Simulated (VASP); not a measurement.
Data:

```yaml
crystal:
  lattice:
    - [1.62347, -2.81194, 0.00000]
    - [1.62347, 2.81194, 0.00000]
    - [0.00000, 0.00000, 5.20979]
  atoms:
    - { symbol: Zn, position: [0.66667, 0.33333, 0.50030] }
    - { symbol: Zn, position: [0.33333, 0.66667, 0.00030] }
    - { symbol: O, position: [0.66667, 0.33333, 0.88170] }
    - { symbol: O, position: [0.33333, 0.66667, 0.39130] }
```

Calculation: r2SCAN meta-GGA, VASP's PBE PAW potentials (set 64) (plane waves; VASP). Numerical set-up: 600 eV cut-off, 8×8×4 Γ-centred mesh, Gaussian smearing of 0.050 eV, potentials Zn O.

Q: Which forces act on the atoms, in eV/Å?

A: 
| atom | Fx | Fy | Fz |
|---|---|---|---|
| Zn1 | 0.000 | 0.000 | 0.119 |
| Zn2 | 0.000 | 0.000 | 0.210 |
| O3 | 0.000 | 0.000 | 0.233 |
| O4 | 0.000 | 0.000 | -0.561 |

Q: Give the stress tensor in GPa (positive for a compressed cell).

A: 
```
 0.49   0.00   0.00
 0.00   0.49   0.00
 0.00   0.00  -1.53
```
The pressure is its mean diagonal, -0.19 GPa.

The compound is ZnO in the wurtzite structure. This cell was strained or had an atom moved on purpose.
